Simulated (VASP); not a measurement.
Set up this calculation in VASP 6.6.1, as the native input.

| Item | Value |
| --- | --- |
| Task | single point |
| Functional | LDA |
| Potentials or basis | VASP PAW LDA potentials, release 64 (Si) |
| Cutoff | 520 eV |
| k mesh | 10 × 10 × 10 |
| Occupations | gaussian, width 0.02 eV |
| Spin | no spin polarisation |
| Dipole correction | no |
| Further INCAR settings | ALGO = Normal; EDIFF = 1e-06; NBANDS = 11 |

The structure of Si lies in POSCAR:

```
Si
1.0
    0.0000000000      2.7007329269      2.7007329269
    2.7007329269      0.0000000000      2.7007329269
    2.7007329269      2.7007329269      0.0000000000
Si
2
Direct
    0.0000000000      0.0000000000      0.0000000000
    0.2500000000      0.2500000000      0.2500000000
```

The cell was built by a generator and needn't be a form met in nature.

These files were run (other wordings do the same):

INCAR

```
SYSTEM = Si
PREC = Accurate
ENCUT = 520
EDIFF = 1E-6
ISMEAR = 0
SIGMA = 0.02
LREAL = .FALSE.
LASPH = .TRUE.
NELM = 100
ALGO = Normal
ISIF = 2
LWAVE = .FALSE.
LCHARG = .FALSE.
GGA = CA
NBANDS = 11
```

KPOINTS

```
regular mesh
0
G
  10 10 10
  0 0 0
```

Potentials or basis: VASP PAW LDA potentials, release 64 (Si).

Run with:

```bash
$ cat potpaw_LDA.64/Si/POTCAR > POTCAR
$ mpirun -np 1 vasp_std > vasp.out
```

It gave:

- Pressure: 0.1 GPa
- Band gap on the k mesh: 0.45 eV, indirect (least direct gap 2.53 eV)

Run time: 12 s on 1 thread of Intel(R) Xeon(R) 6975P-C (Granite Rapids), with other jobs on the host, peak memory 0.14 GiB.
